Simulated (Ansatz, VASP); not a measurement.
# Cross-check of Zr3GeB (Zr3GeB antiperovskite) between VASP and Ansatz, part 2 of 3

Aim: how closely do two programs agree when they are given the same cell, functional and k mesh? The cell is generated by rule, not measured, and may not be a known phase. The cell is taken from a series of runs on this material, whose earlier steps may have relaxed, scaled, displaced or heated it; both programs get it as it stands.

VASP 6.6.1 and Ansatz 0.2.0.

So far: Starting point; Ansatz: zone-centre phonons, PBEsol.

## 3. VASP: zone-centre phonons, PBEsol

Level of this step: PBEsol; plane waves and PAW (Ge_d, Zr_sv, B); invented cell (VASP).

The same cell, functional, mesh and smearing now go to VASP, with its own data sets.

Lines of VASP's logs that name or quote its potential files are left out, and so is its time.

File INCAR:

```
SYSTEM = Zr3GeB
PREC = Accurate
ENCUT = 500
EDIFF = 1E-08
NELM = 120
ISMEAR = 1
SIGMA = 0.2
LREAL = .FALSE.
ALGO = Normal
GGA = PS
NBANDS = 32
LASPH = .TRUE.
LORBIT = 11
LWAVE = .FALSE.
LCHARG = .FALSE.
ISIF = 2
IBRION = 8
GGA_COMPAT = .FALSE.
KPAR = 2
```

File POSCAR:

```
Zr3GeB
1.0
    4.5251622217      0.0000000000      0.0000000000
    0.0000000000      4.5251622217      0.0000000000
    0.0000000000      0.0000000000      4.5251622217
Ge Zr B
1 3 1
Direct
    0.0000000000      0.0000000000      0.0000000000
    0.5000000000      0.5000000000      0.0000000000
    0.5000000000      0.0000000000      0.5000000000
    0.0000000000      0.5000000000      0.5000000000
    0.5000000000      0.5000000000      0.5000000000
```

File KPOINTS:

```
Automatic mesh
0
Gamma
4 4 4
0 0 0
```

Potentials, in the order of the species: Ge_d, Zr_sv and B (PBE family, release 64).

Launch:

```bash
mpirun -np 2 vasp_std
```

The program printed:

```text
[banner, memory and clock lines left out]
running    2 mpi-ranks, on    1 nodes
 distrk:  each k-point on    1 cores,    2 groups
 distr:  one band on    1 cores,    1 groups

 POSCAR found type information on POSCAR GeZrB
 POSCAR found :  3 types and       5 ions
|                                                                             |
|               ----> ADVICE to this user running VASP <----                  |
|                                                                             |
|     You enforced a specific xc type in the INCAR file but a different       |
|     [... a line on the potential file left out ...]
|     I HOPE YOU KNOW WHAT YOU ARE DOING!                                     |
|                                                                             |

 LDA part: xc-table for (Slater+PW92), standard interpolation
 POSCAR, INCAR and KPOINTS ok, starting setup
 FFT: planning ... GRIDC
 FFT: planning ... GRID_SOFT
 FFT: planning ... GRID
 WAVECAR not read
 entering main loop
       N       E                     dE             d eps       ncg     rms          rms(c)
DAV:   1     0.586178792808E+03    0.58618E+03   -0.26621E+04   800   0.265E+03
DAV:   2     0.302143010279E+02   -0.55596E+03   -0.54428E+03   728   0.810E+02
DAV:   3    -0.411502868842E+02   -0.71365E+02   -0.70379E+02   888   0.176E+02
DAV:   4    -0.477942394730E+02   -0.66440E+01   -0.66058E+01  1008   0.487E+01
DAV:   5    -0.481322836971E+02   -0.33804E+00   -0.33791E+00   984   0.991E+00    0.293E+01
DAV:   6    -0.412781120342E+02    0.68542E+01   -0.32134E+01   680   0.212E+01    0.954E+00
DAV:   7    -0.413190063318E+02   -0.40894E-01   -0.24041E+00   960   0.638E+00    0.398E+00
DAV:   8    -0.412943474791E+02    0.24659E-01   -0.18551E-01   864   0.235E+00    0.135E+00
DAV:   9    -0.412928493288E+02    0.14982E-02   -0.24748E-02   856   0.901E-01    0.301E-01
DAV:  10    -0.412931014775E+02   -0.25215E-03   -0.25790E-03   944   0.403E-01    0.597E-02
DAV:  11    -0.412931282858E+02   -0.26808E-04   -0.14414E-04   960   0.998E-02    0.148E-02
DAV:  12    -0.412931217342E+02    0.65516E-05   -0.11405E-05   848   0.323E-02    0.461E-03
DAV:  13    -0.412931215544E+02    0.17980E-06   -0.23225E-06  1000   0.908E-03    0.143E-03
DAV:  14    -0.412931214617E+02    0.92682E-07   -0.34963E-07   832   0.302E-03    0.270E-04
DAV:  15    -0.412931214699E+02   -0.82018E-08   -0.21521E-08   624   0.793E-04
   1 F= -.41293121E+02 E0= -.41287650E+02  d E =-.164154E-01
 Linear response reoptimize wavefunctions to high precision
DAV:   1    -0.412931214570E+02    0.12907E-07   -0.31889E-09   552   0.388E-04
DAV:   2    -0.412931214571E+02   -0.10732E-09   -0.89243E-10   544   0.217E-04
DAV:   3    -0.412931214571E+02   -0.34561E-10   -0.42059E-10   512   0.142E-04
 Linear response DOF=           4
 Linear response progress:
  Degree of freedom:   1/  4
       N       E                     dE             d eps       ncg     rms          rms(c)
RMM:   1    -0.192391919625E+00   -0.19239E+00    0.86554E+00  1531   0.394E+01
RMM:   2    -0.197705708295E+00   -0.53138E-02   -0.13453E-02  2066   0.429E-01    0.403E-02
RMM:   3    -0.197727511589E+00   -0.21803E-04   -0.11066E-03  2164   0.117E-01    0.266E-02
RMM:   4    -0.197745711982E+00   -0.18200E-04   -0.25455E-04  2337   0.608E-02    0.638E-03
RMM:   5    -0.197714609807E+00    0.31102E-04   -0.68908E-05  2352   0.258E-02    0.492E-03
RMM:   6    -0.197712159267E+00    0.24505E-05   -0.22983E-05  2489   0.137E-02    0.177E-03
RMM:   7    -0.197702239330E+00    0.99199E-05   -0.61640E-06  2581   0.703E-03    0.369E-04
RMM:   8    -0.197704275670E+00   -0.20363E-05   -0.24069E-06  2694   0.398E-03    0.277E-04
RMM:   9    -0.197704234609E+00    0.41061E-07   -0.11075E-06  2807   0.239E-03    0.122E-04
RMM:  10    -0.197705356271E+00   -0.11217E-05   -0.37491E-07  2709   0.158E-03    0.752E-05
RMM:  11    -0.197705142011E+00    0.21426E-06   -0.64541E-07  2739   0.107E-03    0.292E-05
RMM:  12    -0.197705145214E+00   -0.32035E-08   -0.23340E-07  2875   0.760E-04    0.205E-05
RMM:  13    -0.197705140150E+00    0.50642E-08   -0.29907E-07  2862   0.569E-04    0.172E-05
RMM:  14    -0.197705136553E+00    0.35967E-08   -0.12693E-07  2845   0.459E-04    0.208E-05
RMM:  15    -0.197705108811E+00    0.27742E-07   -0.26817E-07  2637   0.395E-04    0.288E-05
RMM:  16    -0.197705139534E+00   -0.30723E-07   -0.13441E-07  2641   0.361E-04    0.133E-05
RMM:  17    -0.197705156216E+00   -0.16682E-07   -0.17952E-07  2694   0.325E-04    0.372E-06
RMM:  18    -0.197705159125E+00   -0.29093E-08   -0.14547E-07  2786   0.303E-04    0.903E-06
RMM:  19    -0.197705173660E+00   -0.14534E-07   -0.20588E-07  2620   0.285E-04    0.903E-06
RMM:  20    -0.197705159159E+00    0.14501E-07   -0.10563E-07  2684   0.275E-04    0.131E-05
RMM:  21    -0.197705148944E+00    0.10214E-07   -0.17028E-07  2593   0.270E-04    0.116E-05
RMM:  22    -0.197705143485E+00    0.54593E-08   -0.85221E-08  2521   0.260E-04    0.982E-06
 first order change of Fermi-energy  -0.13736E-03
 force on displaced ion       1 direction 1 :  -2.813  -0.000   0.000
 Linear response progress:
  Degree of freedom:   2/  4
       N       E                     dE             d eps       ncg     rms          rms(c)
RMM:   1    -0.755550279093E+00   -0.75555E+00    0.25371E+00  2302   0.926E+00
RMM:   2    -0.710263921138E+00    0.45286E-01   -0.20341E-01  3336   0.165E+00    0.194E-01
RMM:   3    -0.714932362412E+00   -0.46684E-02   -0.45029E-02  3642   0.555E-01    0.451E-02
RMM:   4    -0.717169169598E+00   -0.22368E-02   -0.45783E-03  3765   0.185E-01    0.310E-02
RMM:   5    -0.717419297441E+00   -0.25013E-03   -0.94180E-04  3813   0.843E-02    0.188E-02
RMM:   6    -0.717361359245E+00    0.57938E-04   -0.21979E-04  4073   0.401E-02    0.625E-03
RMM:   7    -0.717306874289E+00    0.54485E-04   -0.70858E-05  4159   0.207E-02    0.106E-03
RMM:   8    -0.717321741753E+00   -0.14867E-04   -0.64381E-05  4227   0.123E-02    0.618E-04
RMM:   9    -0.717336545085E+00   -0.14803E-04    0.77576E-06  4039   0.853E-03    0.267E-04
RMM:  10    -0.717333295287E+00    0.32498E-05    0.57011E-05  4252   0.634E-03    0.234E-04
RMM:  11    -0.717352397354E+00   -0.19102E-04   -0.41983E-05  3887   0.521E-03    0.214E-04
RMM:  12    -0.717344144713E+00    0.82526E-05   -0.55042E-07  3903   0.428E-03    0.195E-04
RMM:  13    -0.717347656201E+00   -0.35115E-05   -0.18958E-05  4338   0.356E-03    0.237E-04
RMM:  14    -0.717343124301E+00    0.45319E-05    0.12326E-05  4009   0.312E-03    0.354E-04
[...]
RMM:  25    -0.717363710339E+00   -0.10920E-05   -0.23794E-06  4309   0.143E-03    0.534E-05
RMM:  26    -0.717363090602E+00    0.61974E-06    0.40064E-06  4063   0.137E-03    0.609E-05
RMM:  27    -0.717363889672E+00   -0.79907E-06   -0.23012E-06  4204   0.132E-03    0.710E-05
RMM:  28    -0.717363460957E+00    0.42871E-06    0.21783E-06  4090   0.127E-03    0.810E-05
RMM:  29    -0.717363985148E+00   -0.52419E-06   -0.11406E-06  4030   0.123E-03    0.886E-05
RMM:  30    -0.717363596136E+00    0.38901E-06    0.24278E-06  4133   0.119E-03    0.964E-05
RMM:  31    -0.717364194269E+00   -0.59813E-06   -0.92548E-07  4135   0.115E-03    0.101E-04
RMM:  32    -0.717364093048E+00    0.10122E-06    0.21781E-06  4370   0.112E-03    0.101E-04
 first order change of Fermi-energy   0.13565E-03
 force on displaced ion       2 direction 1 :  -6.297   0.000   0.000
 Linear response progress:
  Degree of freedom:   3/  4
       N       E                     dE             d eps       ncg     rms          rms(c)
RMM:   1    -0.723381495515E+00   -0.72338E+00    0.43607E+00  1536   0.102E+01
RMM:   2    -0.657501277935E+00    0.65880E-01   -0.23882E-01  2144   0.185E+00    0.214E-01
RMM:   3    -0.659678534262E+00   -0.21773E-02   -0.51625E-02  2275   0.615E-01    0.780E-02
RMM:   4    -0.661540175012E+00   -0.18616E-02   -0.48851E-03  2449   0.201E-01    0.467E-02
RMM:   5    -0.661534090019E+00    0.60850E-05   -0.12510E-03  2482   0.982E-02    0.175E-02
RMM:   6    -0.661469846566E+00    0.64243E-04   -0.27468E-04  2642   0.420E-02    0.910E-03
RMM:   7    -0.661469338353E+00    0.50821E-06   -0.94694E-05  2745   0.211E-02    0.167E-03
RMM:   8    -0.661482765611E+00   -0.13427E-04   -0.86717E-05  2711   0.115E-02    0.557E-04
RMM:   9    -0.661493771985E+00   -0.11006E-04   -0.21075E-05  2663   0.782E-03    0.355E-04
RMM:  10    -0.661499915911E+00   -0.61439E-05   -0.13907E-05  2758   0.542E-03    0.145E-04
RMM:  11    -0.661502384264E+00   -0.24684E-05   -0.82538E-06  2752   0.419E-03    0.877E-05
RMM:  12    -0.661504036602E+00   -0.16523E-05   -0.13009E-05  2814   0.339E-03    0.119E-04
RMM:  13    -0.661502101457E+00    0.19351E-05   -0.79642E-07  2708   0.280E-03    0.213E-04
RMM:  14    -0.661504004393E+00   -0.19029E-05   -0.79810E-06  2793   0.239E-03    0.235E-04
RMM:  15    -0.661504484161E+00   -0.47977E-06   -0.38513E-06  2735   0.210E-03    0.267E-04
RMM:  16    -0.661504580160E+00   -0.95999E-07   -0.34683E-06  2888   0.180E-03    0.308E-04
RMM:  17    -0.661505379584E+00   -0.79942E-06   -0.31265E-06  2595   0.161E-03    0.327E-04
RMM:  18    -0.661505636637E+00   -0.25705E-06   -0.23857E-06  2784   0.143E-03    0.347E-04
RMM:  19    -0.661505863811E+00   -0.22717E-06   -0.19856E-06  2793   0.131E-03    0.363E-04
 first order change of Fermi-energy   0.21791E-03
 force on displaced ion       2 direction 3 :  -0.000  -0.000 -22.867
 Linear response progress:
  Degree of freedom:   4/  4
       N       E                     dE             d eps       ncg     rms          rms(c)
RMM:   1    -0.489775613849E-01   -0.48978E-01   -0.88493E-04  2263   0.826E-01
RMM:   2    -0.471778641666E-01    0.17997E-02   -0.56874E-03  2396   0.184E-01    0.132E-01
RMM:   3    -0.469535145518E-01    0.22435E-03   -0.21809E-03  1977   0.152E-01    0.589E-02
RMM:   4    -0.473620762775E-01   -0.40856E-03   -0.71050E-04  2238   0.850E-02    0.150E-02
RMM:   5    -0.474610622410E-01   -0.98986E-04   -0.12645E-04  2298   0.392E-02    0.545E-03
RMM:   6    -0.475027841894E-01   -0.41722E-04   -0.34310E-05  2390   0.168E-02    0.253E-03
RMM:   7    -0.474957106232E-01    0.70736E-05   -0.14023E-05  2573   0.771E-03    0.899E-04
RMM:   8    -0.474967297239E-01   -0.10191E-05   -0.11241E-05  2705   0.341E-03    0.524E-04
RMM:   9    -0.474961815524E-01    0.54817E-06   -0.25214E-06  2741   0.176E-03    0.878E-05
RMM:  10    -0.474965456302E-01   -0.36408E-06   -0.19848E-06  2724   0.911E-04    0.541E-05
RMM:  11    -0.474965149511E-01    0.30679E-07   -0.19307E-07  2783   0.492E-04    0.424E-05
RMM:  12    -0.474967163514E-01   -0.20140E-06   -0.24513E-07  2610   0.325E-04    0.251E-05
RMM:  13    -0.474966716563E-01    0.44695E-07   -0.75942E-08  2715   0.213E-04    0.182E-05
RMM:  14    -0.474967252053E-01   -0.53549E-07   -0.13007E-07  2653   0.160E-04    0.813E-06
RMM:  15    -0.474967347167E-01   -0.95113E-08    0.15474E-08  2767   0.125E-04    0.297E-06
 first order change of Fermi-energy  -0.15810E-03
 force on displaced ion       5 direction 1 : -14.622   0.000  -0.000
 Linear response finished
```

[end of part 2 of 3]

[Lines on the potential files, build, host, timing and source positions are cut from VASP's logs without a mark.]

[Logs are printed without paths, hosts, clocks, repeated set-up lines and the standing remarks that a program may print on its own settings, such as how far it seeks lower states.]

[Hosts, paths, dates, database ids (printed as entryN), source tags and the programs' standing remarks are cut or masked in the printed files.]
